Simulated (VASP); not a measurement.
Here is the system:

```xyz
2
Lattice="0.0000 2.5800 2.5800 2.5800 0.0000 2.5800 2.5800 2.5800 0.0000" Properties=species:S:1:pos:R:3 pbc="T T T"
Sr     0.0000     0.0000     0.0000
O      2.5800     2.5800     2.5800
```

These are PBE GGA, VASP's PBE PAW potentials (set 64) (plane waves; VASP 6.6.1) values and carry that method's errors. Numerical set-up: 400 eV cut-off, 8×8×8 Γ-centred mesh, Fermi-Dirac smearing of 0.050 eV, potentials Sr_sv O.

Question: Give the energies of bands 6 to 11 at the high-symmetry points, in eV from the valence-band maximum.

Answer: 
```csv
band,Γ,X,U,L,W
6,0.00,-0.45,-0.95,-2.15,-1.11
7,0.00,-0.10,-0.57,-1.12,-0.45
8,0.00,-0.10,-0.49,-1.12,-0.45
9,3.91,3.28,4.77,6.51,6.00
10,6.20,7.73,7.86,8.38,6.00
11,6.20,10.11,8.66,8.79,8.55
```

The gap is indirect, 3.28 eV, from the valence maximum at Γ to the conduction minimum at X.

The structure is a typed SrO crystal (Fm-3m). The cell was not relaxed at this level.
